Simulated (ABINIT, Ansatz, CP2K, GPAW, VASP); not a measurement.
**One calculation of Cd2S, 5 ways**

```
Cd S
1.0
     3.96267    0.00000    0.00000
    -1.98134    3.43177    0.00000
     0.00000    0.00000    5.80919
Cd S
2 1
Direct
  0.32600 0.65881 0.93410
  0.68459 0.35091 0.57211
  0.31890 0.65703 0.35867
```

The cell comes from a database or a generator and needn't be the stable form of this composition.

Atoms were shifted at random by some hundredths of an Å from the given cell, which wasn't relaxed again for these runs.

Alike in all runs: task single point; functional PBE; k mesh 8 × 8 × 5; occupations fermi-dirac, width 0.05 eV; no spin polarisation; no spin-orbit coupling. Pressure is positive in compression and, in plane waves, holds the error of the finite cutoff, which Ansatz's Pulay term estimates and takes out.

```
                                                     program and potentials  plane-wave cutoff (eV)                                                                         notes  pressure (GPa)  largest force (eV/Å)  energy over the undisturbed cell (meV/atom)
                                                         Ansatz, Ansatz PAW                     420  15.33 valence electrons an atom on average; Pulay term of +0.04 GPa included            0.30                 0.501                                        10.90
                                 GPAW, GPAW PAW data sets (gpaw-data 1.2.1)                     600                                       10 valence electrons an atom on average            0.04                 0.499                                            -
                                                   ABINIT, JTH PAW PBE v2.0                     599                                       10 valence electrons an atom on average            0.31                 0.500                                        11.04
                                          VASP, PBE PAW files Cd, S, 520 eV                     520                                       10 valence electrons an atom on average            0.58                 0.514                                            -
CP2K, POTENTIAL_UZH Cd GTH-PBE-q12, S GTH-PBE-q6; TZVP-MOLOPT-PBE-GTH basis                       -                         atomic basis; 10 valence electrons an atom on average            0.65                 0.536                                            -
```

Force on atom 3 (S), eV/Å:

```tsv
program and potentials	x	y	z
Ansatz, Ansatz PAW	0.333	0.316	0.199
GPAW, GPAW PAW data sets (gpaw-data 1.2.1)	0.333	0.315	0.197
ABINIT, JTH PAW PBE v2.0	0.335	0.315	0.196
VASP, PBE PAW files Cd, S, 520 eV	0.342	0.325	0.203
CP2K, POTENTIAL_UZH Cd GTH-PBE-q12, S GTH-PBE-q6; TZVP-MOLOPT-PBE-GTH basis	0.355	0.338	0.219
```

The pressure spans 0.04 (GPAW, GPAW PAW data sets (gpaw-data 1.2.1)) to 0.65 GPa (CP2K, POTENTIAL_UZH Cd GTH-PBE-q12, S GTH-PBE-q6; TZVP-MOLOPT-PBE-GTH basis). Rows in atomic bases carry the error of their basis and grid, which can be large.

The functional is the same throughout but for its coding, so the spread measures potentials, basis and numerics; runs on potential files found faulty are left out.
